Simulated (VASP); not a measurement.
The system is OMgSH2, in a box.

```
CELL_PARAMETERS angstrom
13.00000 0.00000 0.00000
0.00000 13.00000 0.00000
0.00000 0.00000 11.00000
ATOMIC_POSITIONS crystal
O 0.39235 0.41485 0.55512
Mg 0.47048 0.51642 0.50444
S 0.56885 0.65197 0.44170
H 0.35771 0.35126 0.56449
H 0.64429 0.62978 0.52115
```

Base run:

```yaml
Program: VASP 6.6.1
Functional: BLYP
Dispersion: D4
Potentials_or_basis: VASP PAW PBE potentials, release 64 (O, Mg, S, H)
Cutoff: 520 eV
k_mesh: 1 × 1 × 1
Occupations: gaussian, width 0.01 eV
Spin: no spin polarisation
```

Its results: gap between the frontier levels 3.81 eV; largest force 0.692 eV/Å.

Task: The run is repeated on the same cell with these changes: functional from BLYP to B3LYP; further incar settings from ALGO = Fast; EDIFF = 1e-07; NBANDS = 16 to ALGO = Normal; EDIFF = 1e-06; NBANDS = 16. What comes out?

Result: Gap between the frontier levels 5.31 eV; largest force 0.232 eV/Å.

Caveats: the PAW data sets were made with another functional, which shifts forces and pressure a little.

A k mesh can miss the band edges.

Not every run made on this cell is shown here.
